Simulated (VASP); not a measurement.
Level of theory: r2SCAN meta-GGA, VASP's PBE PAW potentials (set 64) (plane waves; VASP 6.6.1).

Input for VASP

KPOINTS_OPT:
```
k-points along high-symmetry lines
6
Line-mode
Reciprocal
  0.000000   0.000000   0.000000 ! GAMMA
  0.500000   0.000000   0.000000 ! M

  0.500000   0.000000   0.000000 ! M
  0.333333   0.333333   0.000000 ! K

  0.333333   0.333333   0.000000 ! K
  0.000000   0.000000   0.000000 ! GAMMA

  0.000000   0.000000   0.000000 ! GAMMA
  0.000000   0.000000   0.500000 ! A

  0.000000   0.000000   0.500000 ! A
  0.500000   0.000000   0.500000 ! L

  0.500000   0.000000   0.500000 ! L
  0.333333   0.333333   0.500000 ! H

  0.333333   0.333333   0.500000 ! H
  0.000000   0.000000   0.500000 ! A

  0.500000   0.000000   0.500000 ! L
  0.500000   0.000000   0.000000 ! M

  0.333333   0.333333   0.500000 ! H
  0.333333   0.333333   0.000000 ! K
```

**INCAR**
```
LEFG = T
PREC = Accurate
METAGGA = R2SCAN
LASPH = T
ALGO = Normal   ! blocked Davidson
LWAVE = F
NEDOS = 601   ! DOS grid
LMIXTAU = T
ENCUT = 400   ! plane-wave cut-off (eV)
LMAXMIX = 6
LORBIT = 11   ! lm-projected
LREAL = F
SYSTEM = W
EDIFF = 1E-7
ISIF = 2   ! forces and stress, cell fixed
ISMEAR = -5   ! tetrahedra, Bloechl
LCHARG = F
NELM = 100
```

KPOINTS:
```
Automatic
0
Gamma
  9 9 13
0 0 0
```

**POSCAR**
```
W
1
    4.6696195840     0.0000000262    -0.0000000000
   -2.3348092462     4.0440089329     0.0000000000
   -0.0000000000    -0.0000000000     2.5970971921
W
3
Direct
  0.0000000000   0.0000000000   0.0000000000
  0.3333330000   0.6666670000   0.5000000000
  0.6666670000   0.3333330000   0.5000000000
```

POTCAR, in this order: W_sv (PBE.64 set). Program: vasp_std.

For a metal the tetrahedron method with Blöchl corrections gives inexact stress and forces. Unless said otherwise, spin-orbit coupling is left out, though it shifts the bands of the heavy elements here.

### Question
Predict the energy per atom (σ→0), band gap (over mesh and band path).

### Answer

| Quantity | Result |
|---|---|
| energy per atom (σ→0) | -50.747 eV/atom |
| band gap (over mesh and band path) | none (metal, semimetal or under 0.01 eV) |

File OSZICAR:
```
...
DAV:  17    -0.152240897561E+03    0.34090E-05   -0.27655E-07  4153   0.474E-03    0.989E-03
DAV:  18    -0.152240901946E+03   -0.43845E-05   -0.23989E-06  4358   0.139E-02    0.109E-03
DAV:  19    -0.152240900557E+03    0.13891E-05   -0.19698E-07  3007   0.403E-03    0.665E-04
DAV:  20    -0.152240901405E+03   -0.84857E-06   -0.20923E-08  2268   0.143E-03    0.284E-04
DAV:  21    -0.152240900734E+03    0.67075E-06   -0.11774E-08  2262   0.114E-03    0.165E-04
DAV:  22    -0.152240900702E+03    0.32419E-07   -0.40423E-09  2253   0.593E-04
   1 F= -.15224090E+03 E0= -.15224090E+03  d E =0.000000E+00
       N       E                     dE             ncg
```

The structure was generated: W was put into the omega type (P6/mmm), which need not be its known phase. It was relaxed first.
